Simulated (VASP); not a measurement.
OSZICAR of a VASP run on WO (relaxed from the CsCl type structure, space group Pm-3m):

File OSZICAR:
```
       N       E                     dE             d eps       ncg     rms          rms(c)
DAV:   1     0.106703562409E+03    0.10670E+03   -0.11514E+04  2360   0.165E+03
DAV:   2    -0.587074250192E+02   -0.16541E+03   -0.16177E+03  2898   0.421E+02
DAV:   3    -0.640257109044E+02   -0.53183E+01   -0.52627E+01  2532   0.735E+01
DAV:   4    -0.640622633572E+02   -0.36552E-01   -0.36523E-01  2574   0.670E+00
DAV:   5    -0.640625673296E+02   -0.30397E-03   -0.30396E-03  2490   0.597E-01    0.188E+01
DAV:   6    -0.562267008653E+02    0.78359E+01   -0.70384E+00  2906   0.291E+01    0.466E+00
DAV:   7    -0.564573635559E+02   -0.23066E+00   -0.38579E-01  2394   0.718E+00    0.338E+00
DAV:   8    -0.563397186534E+02    0.11764E+00   -0.36993E-01  2400   0.695E+00    0.834E-01
DAV:   9    -0.564355665553E+02   -0.95848E-01   -0.24891E-01  2364   0.536E+00    0.244E-01
DAV:  10    -0.564511583793E+02   -0.15592E-01   -0.33451E-02  2418   0.196E+00    0.149E-01
DAV:  11    -0.564544218153E+02   -0.32634E-02   -0.77711E-03  2460   0.867E-01    0.119E-01
DAV:  12    -0.564557978660E+02   -0.13761E-02   -0.21700E-03  2496   0.466E-01    0.439E-02
DAV:  13    -0.564557045899E+02    0.93276E-04   -0.49444E-04  2364   0.254E-01    0.195E-02
DAV:  14    -0.564557085972E+02   -0.40074E-05   -0.18593E-05  2490   0.480E-02    0.569E-03
DAV:  15    -0.564557083748E+02    0.22245E-06   -0.11829E-06  1554   0.108E-02
   1 F= -.56455708E+02 E0= -.56455979E+02  d E =-.564557E+02
       N       E                     dE             d eps       ncg     rms          rms(c)
DAV:   1    -0.564566669720E+02   -0.95837E-03   -0.27301E-02  2430   0.218E+00    0.320E-01
DAV:   2    -0.564557807810E+02    0.88619E-03   -0.19039E-03  2400   0.453E-01    0.862E-02
DAV:   3    -0.564556845541E+02    0.96227E-04   -0.47091E-04  2532   0.255E-01    0.407E-02
DAV:   4    -0.564556804307E+02    0.41234E-05   -0.44257E-05  2496   0.645E-02    0.323E-02
DAV:   5    -0.564556810604E+02   -0.62965E-06   -0.16234E-05  2448   0.375E-02    0.802E-03
DAV:   6    -0.564556801823E+02    0.87809E-06   -0.34118E-06  2326   0.208E-02
   2 F= -.56455680E+02 E0= -.56455942E+02  d E =0.281924E-04
       N       E                     dE             d eps       ncg     rms          rms(c)
DAV:   1    -0.564561100650E+02   -0.42900E-03   -0.10486E-02  2418   0.135E+00    0.199E-01
DAV:   2    -0.564557621148E+02    0.34795E-03   -0.73033E-04  2388   0.282E-01    0.532E-02
DAV:   3    -0.564557241871E+02    0.37928E-04   -0.17725E-04  2526   0.158E-01    0.253E-02
DAV:   4    -0.564557234059E+02    0.78117E-06   -0.16901E-05  2460   0.404E-02    0.204E-02
DAV:   5    -0.564557261800E+02   -0.27741E-05   -0.60358E-06  2430   0.231E-02    0.487E-03
DAV:   6    -0.564557256369E+02    0.54310E-06   -0.11808E-06  1320   0.128E-02
   3 F= -.56455726E+02 E0= -.56455993E+02  d E =-.172622E-04
```

Question: Which electronic solver shows in the log?

Answer: It is blocked Davidson (ALGO = Normal, or the opening steps of other solvers). The INCAR had ALGO = Normal.

Question: Can the final energy be trusted as converged?

Answer: The calculation finished and met its thresholds. It stopped with EDIFF = 1E-6, NELM = 100, NSW = 60 and EDIFFG = -0.01 after 3 ionic steps (r2SCAN meta-GGA, plane waves, VASP's PBE PAW potentials (set 64)).

The structure was generated: WO was put into the CsCl type type (Pm-3m), which need not be its known phase. This run relaxes it. Symmetry was kept, so distortions that lower it aren't found. The start is the result of an earlier pass.
